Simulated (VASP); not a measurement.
Here is the system:

```xyz
4
Lattice="-1.7085 1.7085 5.8206 1.7085 -1.7085 5.8206 1.7085 1.7085 -5.8206" Properties=species:S:1:pos:R:3 pbc="T T T"
Nb     0.0000     0.0000     8.7276
Nb     1.7085     0.0000     5.8173
As     0.0000     0.0000     1.9473
As     0.0000     1.7085     4.8576
```

The numbers are results of PBE GGA, VASP's PBE PAW potentials (set 64) (plane waves; VASP 6.6.1), not measurements. Run with 300 eV cut-off, 8×8×8 Γ-centred mesh, Gaussian smearing of 0.10 eV, potentials Nb_sv As.

At this cut-off the stress carries a Pulay error, which pulls relaxed volumes low. Energy and stress use the plane-wave basis of the starting cell.

Question: The ions, cell shape and volume are relaxed. Which structure does the run end with?

Answer: 
```xyz
4
Lattice="-1.7346 1.7346 5.8736 1.7346 -1.7346 5.8736 1.7346 1.7346 -5.8736" Properties=species:S:1:pos:R:3 pbc="T T T"
Nb     0.0000     0.0000     8.8031
Nb     1.7346     0.0000     5.8663
As     0.0000     0.0000     1.9691
As     0.0000     1.7346     4.9059
```
Space group I4_1md (109), at a tolerance of 0.03 Å.

Question: How do energy and volume change from the first to the last step?

Answer: The energy (σ→0) changes by -15.6 meV/atom and the volume by +4.0 %, in 9 ionic steps.

The structure comes from a computed database's NbAs entry; how it stands against other phases isn't given here. This run relaxes it. Symmetry was kept, so distortions that lower it aren't found. The k-mesh is coarse (spacing up to 0.32 per Å, 2π included), so the numbers may not be converged in it. The run is one of a series of settings (EDIFFG = -0.01, IBRION = 2, ISIF = 3, NSW = 50 against the base run), some of them coarse on purpose.
